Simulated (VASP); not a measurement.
# CsPbBr3: stress against strain

CsPbBr3 (cubic perovskite, Pm-3m, 40.517 Å³/atom and stress up to 0.01 GPa in the relaxed cell, cube axes along x, y and z) under a strain ε along a cube axis (axis z), the other axes held. PBEsol in VASP (plane waves, PAW), 480 eV, 6×6×6 Γ-centred mesh, Gaussian smearing 0.05 eV; ions are relaxed, or left where forces stay under 0.02 eV/Å, within the symmetry of each cell. Stress is positive for a compressed cell.

Here s stands for strain and y for stress zz.

| strain (%) | stress zz (GPa) |
|---|---|
| -1.50 | 0.84 |
| -1.00 | 0.54 |
| -0.50 | 0.25 |
| 0.00 | -0.01 |
| 0.50 | -0.26 |
| 1.00 | -0.50 |
| 1.50 | -0.72 |
| 3.00 | ? |

### Question
Using a straight line, estimate the missing y at s = 3.00 from the other rows, showing the fit.

### Answer
Means: s 0, y 0.020. About the means, the sum of products is -3.6350 and the sum of squares of s is 7.0000; the slope is their ratio. Least squares gives y = 0.020 - 0.5193·s. Residuals (row less fit): 0.041, 0.001, -0.030, -0.030, -0.020, -0.001, 0.039; standard error 0.033 (degrees of freedom: 5). The slope gives the elastic constant C11 = 52 ± 1 GPa (± standard error of the fit, which holds the terms cut off). At the withheld row, y = 0.020 - 0.5193 × 3.0 = -1.538 GPa. The calculation gives -1.31 GPa, 0.228 GPa above the prediction (10.6 % of the range of y in the table). The row lies outside the fitted rows, so this is an extrapolation. From the scatter of the fitted rows alone, a prediction at this place has a standard error of 0.051 GPa, so the miss is 4.5 times that.

A polynomial of degree 2 through the 12 other runs of the series gives -1.29 there, so most of the miss is curvature that the fit leaves out. The primitive cell can neither tilt nor turn polar against its symmetry, as such crystals can under strain. Spin-orbit coupling is left out, which can shift these values for the heavy elements here. CsPbBr3 is here the ideal cubic form; the compound distorts at low or room temperature. Rows are the converged runs of the series near zero and its far end, less any whose ions stayed unrelaxed beside relaxed ones; series whose fitted rows scatter by over a few per cent of the range, as at a crossing or softening among them, aren't shown in this form. Most that stay on the fit to the last digits aren't either.
